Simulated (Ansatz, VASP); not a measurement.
## NaHgH2: VASP beside Ansatz

```xyz
4
Lattice="3.6062 0.0000 0.0000 0.0000 3.6062 0.0000 0.0000 0.0000 5.1000" Properties=species:S:1:pos:R:3 pbc="T T T"
Na    0.0000    0.0000    0.0000
Hg    1.8031    1.8031    2.5500
H     0.0000    0.0000    2.5500
H     1.8031    1.8031    0.0000
```

Alike in both runs: task single point; functional PBE; k mesh 6 × 6 × 4; occupations gaussian, width 0.1 eV; no spin polarisation.

|  | VASP | Ansatz |
| --- | --- | --- |
| version | VASP 6.6.1 | Ansatz 0.2.0 |
| potentials or method | VASP PAW PBE potentials, release 64 (Na_pv, Hg, H) | scalar-relativistic, plane waves, PAW |
| plane-wave cutoff (eV) | 520 | 420 |
| valence electrons in the cell | 21 | 31 |

```tsv
	VASP	Ansatz	Ansatz less VASP
gap on the k mesh at the Fermi level (eV)	none	none	-
pressure (GPa)	-4.3	-4.3	+0.03
largest component of the traceless stress (GPa)	2.08	2.07	-0.011
```

A gap of «none» marks a metal or a gap that the smearing closes. The two sets of potentials don't hold the same shells in valence.

The runs have no spin-orbit coupling, so splittings on Hg are missing.
